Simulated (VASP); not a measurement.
Here is the system:

```xyz
2
Lattice="0.0000 2.7176 2.7176 2.7176 0.0000 2.7176 2.7176 2.7176 0.0000" Properties=species:S:1:pos:R:3 pbc="T T T"
Al     0.0000     0.0000     0.0000
P      1.3588     1.3588     1.3588
```

Calculation: LDA (Ceperley-Alder, Perdew-Zunger), VASP's LDA PAW potentials (set 64) (plane waves; VASP). Settings: 400 eV cut-off, 9×9×9 Γ-centred mesh, tetrahedra with Blöchl corrections, potentials Al P.

Task: Estimate the energy per atom (σ→0).

Result: 
* **energy per atom (σ→0)**: -550.6 kJ/mol of atoms

The absolute energy has meaning only against runs of the same code, potentials and settings.

The compound is AlP in the zinc blende structure. It was relaxed first.
